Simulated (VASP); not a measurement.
A convergence study with VASP on SiO₂ (rutile): one setting is varied, all else stays as given below, so the limit is that of these other settings. ε∞ is the independent-particle value.

```xyz
6
Lattice="4.1800 0.0000 0.0000 0.0000 4.1800 0.0000 0.0000 0.0000 2.6700" Properties=species:S:1:pos:R:3 pbc="T T T"
Si     0.0000     0.0000     0.0000
Si     2.0900     2.0900     1.3350
O      1.2791     1.2791     0.0000
O      3.3691     0.8109     1.3350
O      0.8109     3.3691     1.3350
O      2.9009     2.9009     0.0000
```

Level of theory: PBE GGA, VASP's PBE PAW potentials (set 64) (plane waves; VASP 6.6.1). The tightest run used: 700 eV cut-off, 5×5×7 Γ-centred mesh, Gaussian smearing of 0.050 eV, potentials Si O.

The reference is NBANDS = 144, which took about 2 core-minutes. The timings are rough (shared machines, no repeats); factors under 2 mean little.

Question: Of the settings NBANDS = 17; NBANDS = 18; NBANDS = 20; NBANDS = 24; NBANDS = 32; NBANDS = 48; NBANDS = 80; NBANDS = 144, which is the lowest that keeps the difference from the reference in mean ε∞ within 0.3 from there on, and what does it cost?

Answer: NBANDS = 32; its cost over the reference is about 1/5.
```
setting       difference in mean ε∞  cost over the reference
------------  ---------------------  -----------------------
NBANDS = 17                    1.99                about 1/8
NBANDS = 18                    1.67                about 1/7
NBANDS = 20                    1.11                about 1/7
NBANDS = 24                    0.58                about 1/6
NBANDS = 32                    0.18                about 1/5
NBANDS = 48                    0.05                about 1/3
NBANDS = 80                    0.01     within a factor of 2
NBANDS = 144                   0.00                reference
```

Left out are rungs that failed or repeat a setting and relaxations that didn't move; long series are thinned to 24 rows.

The compound is SiO2 in the rutile structure, stishovite, a high-pressure form. The cell was not relaxed at this level, forces remain on its atoms.
